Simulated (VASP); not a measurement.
Consider the following.

```
CELL_PARAMETERS angstrom
      3.66551     0.00000     0.00000
     -1.83276     3.17443     0.00000
      0.00000     0.00000     5.95130
ATOMIC_POSITIONS crystal
  Pr 0.33333 0.66667 0.25000
  Pr 0.66667 0.33333 0.75000
```
Starting moments (μB, in the order of the record's atoms Pr Pr): 2.0 2.0.

Calculation: PBE GGA, VASP's PBE PAW potentials (set 64) (plane waves; VASP). Run with 300 eV cut-off, 8×8×5 Γ-centred mesh, Gaussian smearing of 0.27 eV, potentials Pr.

At this cut-off the stress carries a Pulay error, which pulls relaxed volumes low.

Q: Give the stress tensor in GPa (positive for a compressed cell).

A: 
```
-2.02   0.00   0.00
 0.00  -2.02   0.00
 0.00   0.00  -2.67
```
The pressure is its mean diagonal, -2.23 GPa.

The structure was generated: Pr was put into an ordered model structure, which need not be its known phase. The cell was not relaxed at this level. VASP warned that the highest band is occupied, so more bands are needed.
